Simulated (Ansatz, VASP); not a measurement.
## Cross-check of Sr2Rh between VASP and Ansatz

Aim: how closely do two programs agree when they are given the same cell, functional and k mesh? The cell is taken from a series of runs on this material, whose earlier steps may have relaxed, scaled, displaced or heated it; both programs get it as it stands.

Main program and level: Ansatz 0.2.0; plane waves, with VASP 6.6.1 beside it; zone-centre phonons at PBEsol.

### Step 1. The starting structure

The structure is cubic, space group Fm-3m (No. 225). The conventional cell has a = 7.194 Å, b = 7.194 Å, c = 7.194 Å, α = 90.00°, β = 90.00°, γ = 90.00°. Nearest to Sr lie 4 Rh at 3.12 Å. Rh has 8 Sr at 3.12 Å nearest. Farther neighbours are not listed.

### Step 2. VASP: zone-centre phonons, PBEsol

Second derivatives magnify differences that forces hide, and they need a tight electronic threshold.

Lines of VASP's logs that name or quote its potential files are left out, and so is its time.

Contents of INCAR:

```
SYSTEM = Sr2Rh
PREC = Accurate
ENCUT = 500
EDIFF = 1E-08
NELM = 120
ISMEAR = 1
SIGMA = 0.2
LREAL = .FALSE.
ALGO = Normal
GGA = PS
NBANDS = 23
LASPH = .TRUE.
LORBIT = 11
LWAVE = .FALSE.
LCHARG = .FALSE.
ISIF = 2
IBRION = 8
GGA_COMPAT = .FALSE.
KPAR = 2
```

Contents of POSCAR:

```
Sr2Rh
1.0
    0.0000000000      3.5971824176      3.5971824176
    3.5971824176      0.0000000000      3.5971824176
    3.5971824176      3.5971824176      0.0000000000
Sr Rh
2 1
Direct
    0.7500000000      0.7500000000      0.7500000000
    0.2500000000      0.2500000000      0.2500000000
    0.0000000000      0.0000000000      0.0000000000
```

Contents of KPOINTS:

```
Automatic mesh
0
Gamma
12 12 12
0 0 0
```

Potentials, in the order of the species: Sr_sv and Rh_pv (PBE family, release 64).

Launch:

```bash
$ mpirun -np 2 vasp_std
```

Numbers of over 12 decimals in the logs are rounded to 6 here.

Output:

```text
[banner, memory and clock lines left out]
running    2 mpi-ranks, on    1 nodes
 distrk:  each k-point on    1 cores,    2 groups
 distr:  one band on    1 cores,    1 groups

 POSCAR found type information on POSCAR SrRh
 POSCAR found :  2 types and       3 ions
|                                                                             |
|               ----> ADVICE to this user running VASP <----                  |
|                                                                             |
|     You enforced a specific xc type in the INCAR file but a different       |
|     [... a line on the potential file left out ...]
|     I HOPE YOU KNOW WHAT YOU ARE DOING!                                     |
|                                                                             |

 LDA part: xc-table for (Slater+PW92), standard interpolation
 POSCAR, INCAR and KPOINTS ok, starting setup
 FFT: planning ... GRIDC
 FFT: planning ... GRID_SOFT
 FFT: planning ... GRID
 WAVECAR not read
 entering main loop
       N       E                     dE             d eps       ncg     rms          rms(c)
DAV:   1     0.248042782136E+03    0.24804E+03   -0.18415E+04  3624   0.135E+03
DAV:   2     0.136356715144E+01   -0.24668E+03   -0.23922E+03  3816   0.357E+02
DAV:   3    -0.119264398788E+02   -0.13290E+02   -0.13107E+02  5747   0.671E+01
DAV:   4    -0.124481742531E+02   -0.52173E+00   -0.51971E+00  4379   0.108E+01
DAV:   5    -0.124640528039E+02   -0.15879E-01   -0.15877E-01  5031   0.154E+00    0.234E+01
DAV:   6    -0.122012387729E+02    0.26281E+00   -0.17008E+00  4378   0.557E+00    0.180E+01
DAV:   7    -0.122465650578E+02   -0.45326E-01   -0.31201E+00  3451   0.101E+01    0.699E+00
DAV:   8    -0.119675316702E+02    0.27903E+00   -0.68314E-01  4043   0.412E+00    0.964E-01
DAV:   9    -0.119714140397E+02   -0.38824E-02   -0.86099E-02  4869   0.118E+00    0.445E-01
DAV:  10    -0.119709591435E+02    0.45490E-03   -0.26205E-03  4381   0.261E-01    0.207E-01
DAV:  11    -0.119709551019E+02    0.40416E-05   -0.19531E-04  4634   0.931E-02    0.454E-02
DAV:  12    -0.119709429311E+02    0.12171E-04   -0.13679E-04  5430   0.659E-02    0.150E-02
DAV:  13    -0.119709436056E+02   -0.67454E-06   -0.37235E-05  4249   0.285E-02    0.146E-02
DAV:  14    -0.119709412274E+02    0.23782E-05   -0.76475E-06  3908   0.137E-02    0.174E-03
DAV:  15    -0.119709411051E+02    0.12225E-06   -0.38120E-07  4688   0.242E-03    0.898E-04
DAV:  16    -0.119709410319E+02    0.73259E-07   -0.14329E-08  3201   0.732E-04    0.462E-04
DAV:  17    -0.119709410218E+02    0.10068E-07   -0.11088E-08  2711   0.555E-04    0.345E-04
DAV:  18    -0.119709410313E+02   -0.95147E-08   -0.36683E-09  2279   0.348E-04
   1 F= -.11970941E+02 E0= -.11967635E+02  d E =-.991920E-02
 Linear response reoptimize wavefunctions to high precision
DAV:   1    -0.119709410391E+02   -0.77407E-08   -0.17028E-09  2812   0.166E-04
DAV:   2    -0.119709410392E+02   -0.85493E-10   -0.32381E-10  2195   0.628E-05
 Linear response DOF=           2
 Linear response progress:
  Degree of freedom:   1/  2
       N       E                     dE             d eps       ncg     rms          rms(c)
RMM:   1    -0.302805420913E+00   -0.30281E+00    0.85092E-01 19002   0.391E+00
RMM:   2    -0.298130306486E+00    0.46751E-02   -0.46611E-02 21743   0.826E-01    0.144E-01
RMM:   3    -0.299669085012E+00   -0.15388E-02   -0.53870E-03 25305   0.280E-01    0.130E-01
RMM:   4    -0.299898202282E+00   -0.22912E-03   -0.94357E-04 28852   0.108E-01    0.795E-02
RMM:   5    -0.299924171450E+00   -0.25969E-04   -0.18421E-04 27769   0.612E-02    0.108E-02
RMM:   6    -0.299974800532E+00   -0.50629E-04   -0.59660E-05 28827   0.254E-02    0.106E-02
RMM:   7    -0.299985059509E+00   -0.10259E-04   -0.14280E-05 30493   0.125E-02    0.408E-03
RMM:   8    -0.299983932865E+00    0.11266E-05   -0.17177E-05 30202   0.599E-03    0.177E-03
RMM:   9    -0.299974996159E+00    0.89367E-05   -0.57255E-05 30430   0.341E-03    0.754E-04
RMM:  10    -0.299971045178E+00    0.39510E-05   -0.27668E-05 31395   0.181E-03    0.731E-04
RMM:  11    -0.299968398825E+00    0.26464E-05   -0.11895E-05 32242   0.101E-03    0.308E-04
RMM:  12    -0.299965939614E+00    0.24592E-05   -0.30768E-06 31439   0.631E-04    0.126E-04
RMM:  13    -0.299966771315E+00   -0.83170E-06    0.11522E-06 31553   0.385E-04    0.782E-05
RMM:  14    -0.299966708211E+00    0.63104E-07    0.54471E-07 33205   0.234E-04    0.653E-05
RMM:  15    -0.299966627119E+00    0.81092E-07    0.50851E-07 32315   0.153E-04    0.583E-05
RMM:  16    -0.299966483745E+00    0.14337E-06    0.50800E-07 30238   0.110E-04    0.152E-05
RMM:  17    -0.299966453246E+00    0.30499E-07    0.31948E-07 32070   0.757E-05    0.202E-05
RMM:  18    -0.299966445236E+00    0.80102E-08    0.29157E-07 30404   0.553E-05    0.151E-05
RMM:  19    -0.299966454179E+00   -0.89431E-08    0.18429E-07 27640   0.434E-05    0.200E-05
RMM:  20    -0.299966432146E+00    0.22033E-07    0.16315E-07 28265   0.366E-05    0.137E-05
RMM:  21    -0.299966426383E+00    0.57623E-08    0.87656E-08 27713   0.309E-05    0.133E-05
 first order change of Fermi-energy   0.88208E-05
 force on displaced ion       1 direction 1 :  -3.244   0.000   0.000
 Linear response progress:
  Degree of freedom:   2/  2
       N       E                     dE             d eps       ncg     rms          rms(c)
RMM:   1    -0.393643731834E+00   -0.39364E+00    0.27190E+01  8335   0.573E+01
RMM:   2    -0.532518576716E+00   -0.13887E+00   -0.16794E-01 11467   0.246E+00    0.222E-01
RMM:   3    -0.533886806655E+00   -0.13682E-02   -0.43411E-03 13526   0.325E-01    0.118E-01
RMM:   4    -0.534135335482E+00   -0.24853E-03   -0.79047E-04 13664   0.143E-01    0.320E-02
RMM:   5    -0.533981336411E+00    0.15400E-03   -0.16396E-04 15052   0.432E-02    0.154E-02
RMM:   6    -0.533872229620E+00    0.10911E-03   -0.28558E-05 15663   0.165E-02    0.626E-03
RMM:   7    -0.533814716812E+00    0.57513E-04   -0.91232E-06 15437   0.748E-03    0.214E-03
RMM:   8    -0.533814673622E+00    0.43191E-07   -0.50666E-06 16470   0.396E-03    0.978E-04
RMM:   9    -0.533818940966E+00   -0.42673E-05   -0.37549E-06 16513   0.235E-03    0.439E-04
RMM:  10    -0.533819341830E+00   -0.40086E-06   -0.23225E-06 17933   0.126E-03    0.215E-04
RMM:  11    -0.533820134581E+00   -0.79275E-06   -0.16096E-06 17598   0.817E-04    0.993E-05
RMM:  12    -0.533820239060E+00   -0.10448E-06   -0.10593E-06 17899   0.570E-04    0.711E-05
RMM:  13    -0.533820394463E+00   -0.15540E-06   -0.72755E-07 17116   0.422E-04    0.184E-05
RMM:  14    -0.533820280312E+00    0.11415E-06   -0.55076E-07 17952   0.313E-04    0.323E-05
RMM:  15    -0.533820380039E+00   -0.99728E-07   -0.35044E-07 16819   0.243E-04    0.123E-05
RMM:  16    -0.533820502266E+00   -0.12223E-06   -0.26334E-07 17112   0.192E-04    0.998E-06
RMM:  17    -0.533820445366E+00    0.56900E-07   -0.19455E-07 15854   0.156E-04    0.287E-05
RMM:  18    -0.533820466576E+00   -0.21210E-07   -0.13568E-07 16969   0.124E-04    0.305E-05
RMM:  19    -0.533820475363E+00   -0.87866E-08   -0.10873E-07 16966   0.102E-04    0.338E-05
RMM:  20    -0.533820511103E+00   -0.35740E-07   -0.78358E-08 14851   0.897E-05    0.255E-05
RMM:  21    -0.533820516874E+00   -0.57712E-08   -0.66133E-08 14545   0.738E-05    0.278E-05
 first order change of Fermi-energy  -0.57641E-04
 force on displaced ion       3 direction 1 :  -2.601   0.000   0.000
 Linear response finished
```

From OUTCAR (step 2):

```text
ion  position               nearest neighbor table
   1  0.750  0.750  0.750-   3 3.12   3 3.12   3 3.12   3 3.12   2 3.60   2 3.60   2 3.60   2 3.60
                             2 3.60   2 3.60
   2  0.250  0.250  0.250-   3 3.12   3 3.12   3 3.12   3 3.12   1 3.60   1 3.60   1 3.60   1 3.60
                             1 3.60   1 3.60
   3  0.000  0.000  0.000-   1 3.12   2 3.12   1 3.12   1 3.12   1 3.12   2 3.12   2 3.12   2 3.12

  LATTYP: Found a face centered cubic cell.
 ALAT       =     7.1943648352

 Subroutine GETGRP returns: Found 48 space group operations
 (whereof 48 operations were pure point group operations)

The static configuration has the point symmetry O_h .

 Found     72 irreducible k-points:

   k-points           NKPTS =     72   k-points in BZ     NKDIM =     72   number of bands    NBANDS=     23

   dimension x,y,z NGX =    40 NGY =   40 NGZ =   40
   dimension x,y,z NGXF=    80 NGYF=   80 NGZF=   80

   ENCUT  =  500.0 eV  36.75 Ry    6.06 a.u.   9.28  9.28  9.28*2*pi/ulx,y,z

   NELECT =      35.0000    total number of electrons

 k-points in reciprocal lattice and weights: Automatic mesh
   0.00000000  0.00000000  0.00000000       0.001
   0.08333333  0.00000000  0.00000000       0.005
   0.16666667  0.00000000  0.00000000       0.005
   0.25000000  0.00000000  0.00000000       0.005
   0.33333333  0.00000000  0.00000000       0.005
   0.41666667  0.00000000  0.00000000       0.005
   0.50000000  0.00000000  0.00000000       0.002
   0.08333333  0.08333333  0.00000000       0.003
   0.16666667  0.08333333  0.00000000       0.014
[...]
-0.33333333  0.50000000  0.16666667       0.007
  -0.25000000  0.50000000  0.25000000       0.003

 average (electrostatic) potential at core
       1 -37.5815       2 -37.5815       3 -77.5081

  Total        0.1060226      0.1060226      0.1060226      0.0000000     -0.0000000      0.0000000
  in kB        1.8247004      1.8247004      1.8247004      0.0000000     -0.0000000      0.0000000
  external PRESSURE =       1.8247004 kB  Pullay stress =       0.0000000 kB

  energy-cutoff  :      500.00
  volume of cell :       93.09
      direct lattice vectors                 reciprocal lattice vectors
     0.000000000  3.597182418  3.597182418    -0.138997677  0.138997677  0.138997677
     3.597182418  0.000000000  3.597182418     0.138997677 -0.138997677  0.138997677
     3.597182418  3.597182418  0.000000000     0.138997677  0.138997677 -0.138997677

 POSITION                                       TOTAL-FORCE (eV/Angst)
 -----------------------------------------------------------------------------------
      5.39577      5.39577      5.39577        -0.000000     -0.000000     -0.000000
      1.79859      1.79859      1.79859         0.000000      0.000000      0.000000
      0.00000      0.00000      0.00000        -0.000000      0.000000     -0.000000
 -----------------------------------------------------------------------------------
    total drift:                               -0.000000      0.000000      0.000000

 Eigenvectors and eigenvalues of the dynamical matrix
 ----------------------------------------------------

   1 f  =    3.803143 THz    23.895852 2PiTHz  126.859193 cm-1    15.728528 meV
             X         Y         Z           dx          dy          dz
      5.395774  5.395774  5.395774    -0.561780    0.421685   -0.081146
      1.798591  1.798591  1.798591     0.561780   -0.421685    0.081146
      0.000000  0.000000  0.000000    -0.000000   -0.000000    0.000000

   2 f  =    3.803143 THz    23.895852 2PiTHz  126.859193 cm-1    15.728528 meV
             X         Y         Z           dx          dy          dz
      5.395774  5.395774  5.395774    -0.000000    0.133619    0.694367
      1.798591  1.798591  1.798591     0.000000   -0.133619   -0.694367
      0.000000  0.000000  0.000000    -0.000000   -0.000000    0.000000

   3 f  =    3.803143 THz    23.895852 2PiTHz  126.859193 cm-1    15.728528 meV
             X         Y         Z           dx          dy          dz
      5.395774  5.395774  5.395774     0.429421    0.551659   -0.106158
      1.798591  1.798591  1.798591    -0.429421   -0.551659    0.106158
      0.000000  0.000000  0.000000     0.000000   -0.000000    0.000000

   4 f  =    3.131964 THz    19.678708 2PiTHz  104.471062 cm-1    12.952755 meV
             X         Y         Z           dx          dy          dz
      5.395774  5.395774  5.395774     0.254849    0.341417   -0.060180
      1.798591  1.798591  1.798591     0.254849    0.341417   -0.060180
      0.000000  0.000000  0.000000    -0.470019   -0.629677    0.110990

   5 f  =    3.131964 THz    19.678708 2PiTHz  104.471062 cm-1    12.952755 meV
             X         Y         Z           dx          dy          dz
      5.395774  5.395774  5.395774     0.115116   -0.012886    0.414387
      1.798591  1.798591  1.798591     0.115116   -0.012886    0.414387
      0.000000  0.000000  0.000000    -0.212310    0.023766   -0.764258

   6 f  =    3.131964 THz    19.678708 2PiTHz  104.471062 cm-1    12.952755 meV
             X         Y         Z           dx          dy          dz
      5.395774  5.395774  5.395774     0.327009   -0.261541   -0.098976
      1.798591  1.798591  1.798591     0.327009   -0.261541   -0.098976
      0.000000  0.000000  0.000000    -0.603106    0.482361    0.182542

   7 f/i=    0.000968 THz     0.006082 2PiTHz    0.032290 cm-1     0.004004 meV
             X         Y         Z           dx          dy          dz
      5.395774  5.395774  5.395774    -0.559265    0.045331    0.005767
      1.798591  1.798591  1.798591    -0.559265    0.045331    0.005767
      0.000000  0.000000  0.000000    -0.606477    0.049158    0.006254

   8 f/i=    0.000968 THz     0.006082 2PiTHz    0.032290 cm-1     0.004004 meV
             X         Y         Z           dx          dy          dz
      5.395774  5.395774  5.395774    -0.035772   -0.390244   -0.401616
      1.798591  1.798591  1.798591    -0.035772   -0.390244   -0.401616
      0.000000  0.000000  0.000000    -0.038792   -0.423187   -0.435520

   9 f/i=    0.000968 THz     0.006082 2PiTHz    0.032290 cm-1     0.004004 meV
             X         Y         Z           dx          dy          dz
      5.395774  5.395774  5.395774    -0.028434   -0.400650    0.391837
      1.798591  1.798591  1.798591    -0.028434   -0.400650    0.391837
      0.000000  0.000000  0.000000    -0.030835   -0.434472    0.424915

 ELASTIC MODULI CONTR FROM IONIC RELAXATION (kBar)
 Direction    XX          YY          ZZ          XY          YZ          ZX
 --------------------------------------------------------------------------------
 XX          -0.0000      0.0000      0.0000     -0.0000      0.0000     -0.0000
 YY           0.0000     -0.0000      0.0000     -0.0000     -0.0000      0.0000
 ZZ           0.0000      0.0000     -0.0000      0.0000     -0.0000     -0.0000
 XY          -0.0000     -0.0000      0.0000     -7.4611     -0.0000      0.0000
 YZ           0.0000     -0.0000     -0.0000     -0.0000     -7.4611     -0.0000
 ZX          -0.0000      0.0000     -0.0000      0.0000     -0.0000     -7.4611
 --------------------------------------------------------------------------------
```

(Continued in part 2 of 2.)

[Lines on the potential files, build, host, timing and source positions are cut from VASP's logs without a mark.]

[Logs are printed without paths, hosts, clocks, repeated set-up lines and the standing remarks that a program may print on its own settings, such as how far it seeks lower states.]

[Hosts, paths, dates, database ids (printed as entryN), source tags and the programs' standing remarks are cut or masked in the printed files.]
